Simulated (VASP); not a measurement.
Here is a VASP 6.6.1 calculation.

Contents of INCAR:

```
SYSTEM = TiTe2
PREC = Accurate
ENCUT = 520
EDIFF = 1E-7
ISMEAR = 1
SIGMA = 0.1
LREAL = .FALSE.
LASPH = .TRUE.
NELM = 80
ALGO = Normal
ISIF = 2
LWAVE = .FALSE.
LCHARG = .FALSE.
LMAXMIX = 4
METAGGA = R2SCAN
LMIXTAU = .TRUE.
KPAR = 4
```

The input KPOINTS:

```
Automatic mesh
0
G
  12 12 6
  0 0 0
```

File POSCAR:

```
TiTe2                                   
1.0
    3.6961190301      0.0000000000      0.0000000000
   -1.8480595151      3.2009329755      0.0000000000
   -0.0000000000     -0.0000000000      6.3729563717
  Ti              Te            
     1     2
Direct
     0.0000000000000000    0.0000000000000000    1.0000000000000000
     0.6666666667000030    0.3333333332999970    0.2716629712386900
     0.3333333332999970    0.6666666667000030    0.7283370287613099
```

Contents of KPOINTS_OPT:

```
explicit points
258
Reciprocal
 0.0000000000  0.0000000000  0.0000000000 1
 0.0263157895  0.0000000000  0.0000000000 1
 0.0526315789  0.0000000000  0.0000000000 1
 0.0789473684  0.0000000000  0.0000000000 1
 0.1052631579  0.0000000000  0.0000000000 1
 0.1315789474  0.0000000000  0.0000000000 1
[... 250 lines left out ...]
 0.5000000000  0.0000000000  0.0361966100 1
 0.5000000000  0.0000000000 -0.0361966100 1
```

Potentials or basis: VASP PAW PBE potentials, release 64 (Ti_sv, Te).

Run with:

```console
$ cat potpaw_PBE.64/Ti_sv/POTCAR potpaw_PBE.64/Te/POTCAR > POTCAR
$ mpirun -np 4 vasp_std > vasp.out
```

Task: What does it give for the band gap along the path?

Result: None (metal or under the smearing width).

Task: Estimate the largest force.

Result: 0.260 eV/Å.

Task: Estimate the pressure.

Result: 3.8 GPa.

Stress tensor (GPa, compression positive):
```
4.22 0.00 0.00
0.00 4.22 0.00
0.00 0.00 2.86
```

Caveat: the PAW data sets were made with another functional, which shifts forces and pressure a little; spin-orbit coupling is left out, which moves the levels of the heavy elements.
